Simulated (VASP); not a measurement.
Rh:

```xyz
1
Lattice="0.0000 1.9030 1.9030 1.9030 0.0000 1.9030 1.9030 1.9030 0.0000" Properties=species:S:1:pos:R:3 pbc="T T T"
Rh    0.0000    0.0000    0.0000
```

| Quantity | Value |
| --- | --- |
| Program | VASP 6.6.1 |
| Task | relaxation of cell and atoms |
| Functional | PBE |
| Potentials or basis | VASP PAW PBE potentials, release 64 (Rh_pv) |
| Cutoff | 600 eV |
| k mesh | 18 × 18 × 18 |
| Occupations | gaussian, width 0.1 eV |
| Spin | no spin polarisation |

At the start: pressure 5.0 GPa; volume 13.78 Å³/atom.

**Question.** Where does the relaxation end?

**Answer.** Over 4 steps the energy falls by 3.9 meV/atom and the volume is 14.04 Å³/atom (+1.8 %); space group Fm-3m (No. 225, to 0.05 Å).

Step by step:
| step | energy change (eV) | largest force (eV/Å) | pressure (GPa) | volume (Å³) |
| --- | --- | --- | --- | --- |
| 1 | 0.0000 | 0.0000 | 4.99 | 13.78 |
| 2 | 0.0162 | 0.0000 | -9.93 | 14.66 |
| 3 | -0.0039 | 0.0000 | -0.07 | 14.04 |
| 4 | -0.0039 | 0.0000 | 0.03 | 14.04 |

Final structure:
```
Rh
1.0
     0.00000    1.91464    1.91464
     1.91464    0.00000    1.91464
     1.91464    1.91464    0.00000
Rh
1
Direct
  0.00000 0.00000 0.00000
```
